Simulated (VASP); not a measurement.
```
CELL_PARAMETERS angstrom
     -2.13000     2.13000     2.13000
      2.13000    -2.13000     2.13000
      2.13000     2.13000    -2.13000
ATOMIC_POSITIONS crystal
  Na 0.00000 0.00000 0.00000
```

Calculation: r2SCAN+rVV10, VASP's PBE PAW potentials (set 64) (plane waves; VASP). Run with 520 eV cut-off, 11×11×11 Γ-centred mesh, first-order Methfessel-Paxton smearing of 0.10 eV, potentials Na_pv.

Energy and stress use the plane-wave basis of the starting cell.

**Question.** The ions, cell shape and volume are relaxed. Predict the relaxed structure.

**Answer.** 
```
CELL_PARAMETERS angstrom
     -2.11058     2.11058     2.11058
      2.11058    -2.11058     2.11058
      2.11058     2.11058    -2.11058
ATOMIC_POSITIONS crystal
  Na 0.00000 0.00000 0.00000
```
Space group Im-3m (229), at a tolerance of 0.03 Å.

**Question.** How do energy and volume change from the first to the last step?

**Answer.** The energy (σ→0) changes by -0.9 meV/atom and the volume by -2.7 %, in 3 ionic steps.

The compound is Na in the bcc structure. This run relaxes it. Symmetry was kept, so distortions that lower it aren't found.
